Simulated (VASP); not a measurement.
These are PBEsol GGA, VASP's PBE PAW potentials (set 64) (plane waves; VASP) values and carry that method's errors.

Input for VASP

INCAR:
```
SYSTEM=SnSe2
PREC=Accurate; ENCUT=300; LREAL=.False.
LASPH=.True.
EDIFF=1E-6; NELM=100; ALGO=Normal
LMAXMIX=4
ISMEAR=0; SIGMA=0.272
GGA=PS
ISIF=2
LWAVE=.False.; LCHARG=.False.
```

KPOINTS:
```
Automatic mesh
0
Gamma
5 5 1
0 0 0
```

POSCAR:
```
SnSe2
1
    3.8124630000     0.0000000000     0.0000000000
   -1.9062310000     3.3016900000     0.0000000000
    0.0000000000     0.0000000000    17.0997360000
Sn Se
1 2
Direct
  0.0221390000   0.0205270000   0.5014920000
  0.3256210000   0.6468950000   0.5901680000
  0.6522400000   0.3325780000   0.4083400000
```

POTCAR, in this order: Sn_d Se (PBE.64 set). Program: vasp_std.

What VASP printed:

OSZICAR:
```
       N       E                     dE             d eps       ncg     rms          rms(c)
DAV:   1     0.148296504044E+03    0.14830E+03   -0.93302E+03   546   0.875E+02
DAV:   2     0.909425512484E+00   -0.14739E+03   -0.14596E+03   571   0.236E+02
DAV:   3    -0.127861009050E+02   -0.13696E+02   -0.13660E+02   526   0.845E+01
DAV:   4    -0.131151932524E+02   -0.32909E+00   -0.32891E+00   634   0.152E+01
DAV:   5    -0.131220740348E+02   -0.68808E-02   -0.68806E-02   665   0.193E+00    0.510E+00
DAV:   6    -0.128439031409E+02    0.27817E+00   -0.60697E-01   691   0.907E+00    0.323E+00
DAV:   7    -0.128084259767E+02    0.35477E-01   -0.23358E-01   602   0.369E+00    0.530E-01
DAV:   8    -0.128048607321E+02    0.35652E-02   -0.23555E-02   604   0.176E+00    0.256E-01
DAV:   9    -0.128048315396E+02    0.29193E-04   -0.19427E-03   611   0.297E-01    0.577E-02
DAV:  10    -0.128047994714E+02    0.32068E-04   -0.16177E-04   684   0.136E-01    0.309E-02
DAV:  11    -0.128047583921E+02    0.41079E-04   -0.10754E-04   620   0.521E-02    0.110E-02
DAV:  12    -0.128047563996E+02    0.19925E-05   -0.12968E-05   644   0.180E-02    0.981E-03
DAV:  13    -0.128047847820E+02   -0.28382E-04   -0.33697E-05   497   0.199E-02    0.530E-03
DAV:  14    -0.128048018640E+02   -0.17082E-04   -0.23451E-06   490   0.684E-03    0.416E-03
DAV:  15    -0.128048375748E+02   -0.35711E-04   -0.53226E-06   506   0.916E-03    0.198E-03
DAV:  16    -0.128048463969E+02   -0.88221E-05   -0.22857E-07   524   0.218E-03    0.118E-03
DAV:  17    -0.128048749537E+02   -0.28557E-04   -0.81753E-07   479   0.342E-03    0.100E-03
DAV:  18    -0.128048817635E+02   -0.68098E-05   -0.12187E-07   427   0.130E-03    0.660E-04
DAV:  19    -0.128048853697E+02   -0.36062E-05   -0.11394E-07   462   0.150E-03    0.111E-04
DAV:  20    -0.128048859835E+02   -0.61383E-06   -0.11715E-08   385   0.522E-04
   1 F= -.12804886E+02 E0= -.12803451E+02  d E =-.287048E-02
```

### OUTCAR
```
------------------------ aborting loop because EDIFF is reached ----------------------------------------
  FORCE on cell =-STRESS in cart. coord.  units (eV):
  Direction    XX          YY          ZZ          XY          YZ          ZX
  --------------------------------------------------------------------------------------
  Total        0.3321566      0.7326803      1.0993172      0.0781616      0.5527630     -0.4692331
  in kB        2.4724196      5.4537312      8.1828061      0.5817986      4.1145105     -3.4927534
  external PRESSURE =       5.3696523 kB  Pullay stress =       0.0000000 kB
  volume of cell :      215.24
      direct lattice vectors                 reciprocal lattice vectors
     3.812463000  0.000000000  0.000000000     0.262297628  0.151437557  0.000000000
    -1.906231000  3.301690000  0.000000000     0.000000000  0.302875194  0.000000000
     0.000000000  0.000000000 17.099736000     0.000000000  0.000000000  0.058480435
 POSITION                                       TOTAL-FORCE (eV/Angst)
 -----------------------------------------------------------------------------------
      0.04527      0.06777      8.57538        -0.385695     -0.738222     -0.681826
      0.00829      2.13585     10.09172         0.046781      0.555977      0.732008
      1.85267      1.09807      6.98251         0.338914      0.182244     -0.050182
 -----------------------------------------------------------------------------------
    total drift:                                0.000909     -0.000235     -0.002362
  FREE ENERGIE OF THE ION-ELECTRON SYSTEM (eV)
  ---------------------------------------------------
  free  energy   TOTEN  =       -12.8048859835 eV

  energy  without entropy=      -12.8020154996  energy(sigma->0) =      -12.80345074
```
(Selected blocks of OUTCAR.)

At this cut-off the stress carries a Pulay error, which pulls relaxed volumes low. The cell holds a wide vacuum, so values per volume refer to the whole cell.

The cell is a sheet with vacuum, built from a generated structure.
